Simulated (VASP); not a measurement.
Input:

```
CELL_PARAMETERS angstrom
      0.00000     3.01805     3.01805
      3.01805     0.00000     3.01805
      3.01805     3.01805     0.00000
ATOMIC_POSITIONS crystal
  Ca 0.00000 0.00000 0.00000
  Se 0.50000 0.50000 0.50000
```

All values below come from r2SCAN+rVV10, VASP's PBE PAW potentials (set 64) (plane waves; VASP). Settings: 520 eV cut-off, 8×8×8 Γ-centred mesh, Gaussian smearing of 0.050 eV, potentials Ca_sv Se.

Task: Predict the energy per atom (σ→0), pressure, band gap (on the k-mesh) with the smallest direct gap where there is one.

Result: 
The band gap (on the k-mesh) is 2.59 eV. The smallest direct gap (on the k-mesh) is 3.49 eV and the energy per atom (σ→0) comes out as -1232.2 kJ/mol of atoms. The pressure is -2.77 GPa.

The absolute energy has meaning only against runs of the same code, potentials and settings.

The compound is CaSe in the rock salt structure. This cell is one point of a volume scan, at 1.06 of the reference volume.
